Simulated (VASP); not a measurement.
Output of a VASP run:

### OSZICAR
```
       N       E                     dE             d eps       ncg     rms          rms(c)
DAV:   1     0.606145050244E+02    0.60615E+02   -0.70193E+03   712   0.111E+03
DAV:   2    -0.111255585664E+02   -0.71740E+02   -0.66090E+02   788   0.203E+02
DAV:   3    -0.130661694755E+02   -0.19406E+01   -0.19279E+01   880   0.327E+01
DAV:   4    -0.130811212849E+02   -0.14952E-01   -0.14948E-01   820   0.343E+00
DAV:   5    -0.130813463035E+02   -0.22502E-03   -0.22501E-03   904   0.440E-01    0.105E+01
DAV:   6    -0.117429266127E+02    0.13384E+01   -0.65978E+00   792   0.294E+01    0.409E+00
DAV:   7    -0.116723211650E+02    0.70605E-01   -0.25323E-01   756   0.591E+00    0.202E+00
DAV:   8    -0.116389295531E+02    0.33392E-01   -0.18865E-02   776   0.116E+00    0.397E-01
DAV:   9    -0.116380408317E+02    0.88872E-03   -0.26198E-03   824   0.621E-01    0.184E-01
DAV:  10    -0.116381597977E+02   -0.11897E-03   -0.20631E-04   752   0.126E-01    0.329E-02
DAV:  11    -0.116381516077E+02    0.81899E-05   -0.51148E-06   876   0.206E-02    0.111E-02
DAV:  12    -0.116381527164E+02   -0.11087E-05   -0.25207E-06   740   0.121E-02    0.340E-03
DAV:  13    -0.116381529010E+02   -0.18461E-06   -0.19757E-07   612   0.537E-03    0.466E-04
DAV:  14    -0.116381529160E+02   -0.14943E-07   -0.17838E-08   420   0.106E-03
   1 F= -.56005681E+01 E0= -.56001606E+01  d E =-.560057E+01
```

### OUTCAR
```
------------------------ aborting loop because EDIFF is reached ----------------------------------------
  FORCE on cell =-STRESS in cart. coord.  units (eV):
  Direction    XX          YY          ZZ          XY          YZ          ZX
  --------------------------------------------------------------------------------------
  Total        6.0445130      6.0445130      6.0445130     -0.0000000      0.0000000     -0.0000000
  in kB      200.2294995    200.2294995    200.2294995     -0.0000000      0.0000000     -0.0000000
  external PRESSURE =       0.2294995 kB  Pullay stress =     200.0000000 kB
  volume of cell :       48.37
      direct lattice vectors                 reciprocal lattice vectors
     0.000000000  2.891820150  2.891820150    -0.172901486  0.172901486  0.172901486
     2.891820150  0.000000000  2.891820150     0.172901486 -0.172901486  0.172901486
     2.891820150  2.891820150  0.000000000     0.172901486  0.172901486 -0.172901486
 POSITION                                       TOTAL-FORCE (eV/Angst)
 -----------------------------------------------------------------------------------
      1.44591      1.44591      1.44591         0.000000      0.000000     -0.000000
      4.33773      4.33773      4.33773        -0.000000     -0.000000     -0.000000
      0.00000      0.00000      0.00000         0.000000      0.000000      0.000000
 -----------------------------------------------------------------------------------
    total drift:                                0.000000     -0.000000     -0.000000
  FREE ENERGIE OF THE ION-ELECTRON SYSTEM (eV)
  ---------------------------------------------------
  free  energy   TOTEN  =       -11.6381529160 eV

  energy  without entropy=      -11.6369304018  energy(sigma->0) =      -11.63774541
  enthalpy is  TOTEN    =        -5.6005680617 eV   P V=        6.0375848543

 reached required accuracy - stopping structural energy minimisation
```
(Selected blocks of OUTCAR.)

**POSCAR**
```
AuAl2
1
   -0.0000000000     2.8918201500     2.8918201500
    2.8918201500    -0.0000000000     2.8918201500
    2.8918201500     2.8918201500    -0.0000000000
Al Au
2 1
Direct
  0.2500000000   0.2500000000   0.2500000000
  0.7500000000   0.7500000000   0.7500000000
  0.0000000000   0.0000000000   0.0000000000
```

**Question.** Write an INCAR and KPOINTS that could have produced this output.

**Answer.** This is not unique; one that fits is the input of the run itself, PBE GGA, plane waves, VASP's PBE PAW potentials (set 64).

### INCAR
```
SYSTEM = AuAl2
PREC = Accurate
ENCUT = 480
EDIFF = 1E-7
NELM = 100
ALGO = Normal
LREAL = .FALSE.
LASPH = .TRUE.
ISMEAR = 1
SIGMA = 0.1
GGA = PE
LMAXMIX = 6
LWAVE = .FALSE.
LCHARG = .FALSE.
ISIF = 3
IBRION = 2
NSW = 40
EDIFFG = -0.01
PSTRESS = 200
```

KPOINTS:
```
Automatic mesh
0
gamma
8 8 8
```

POTCAR, in this order: Al Au (PBE.64 set). Program: vasp_std.

The compound is AuAl2 in the fluorite structure. It was relaxed first under an external pressure of 20 GPa. The electron count is odd and the run is not spin-polarised, which forces a metal.
